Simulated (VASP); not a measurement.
Here is the system:

```
CsBr
1.0
    4.29000     0.00000     0.00000
    0.00000     4.29000     0.00000
    0.00000     0.00000     4.29000
Cs Br
1 1
Cartesian
  0.00000   0.00000   0.00000
  2.14500   2.14500   2.14500
```

Computed with vdW-DF2, VASP's PBE PAW potentials (set 64) (plane waves; VASP). Settings: 520 eV cut-off, 6×6×6 Γ-centred mesh, Gaussian smearing of 0.050 eV, potentials Cs_sv Br.

Energy and stress use the plane-wave basis of the starting cell.

**Question.** The ions, cell shape and volume are relaxed. What does this cell relax into?

**Answer.** 
```
CsBr
1.0
    4.41233     0.00000     0.00000
    0.00000     4.41233     0.00000
    0.00000     0.00000     4.41233
Cs Br
1 1
Direct
  0.00000   0.00000   0.00000
  0.50000   0.50000   0.50000
```
Space group Pm-3m (221), at a tolerance of 0.03 Å.

**Question.** How do energy and volume change from the first to the last step?

**Answer.** The energy (σ→0) changes by -15.3 meV/atom and the volume by +8.8 %, in 3 ionic steps.

The compound is CsBr in the CsCl type structure. This run relaxes it. Symmetry was kept, so distortions that lower it aren't found.
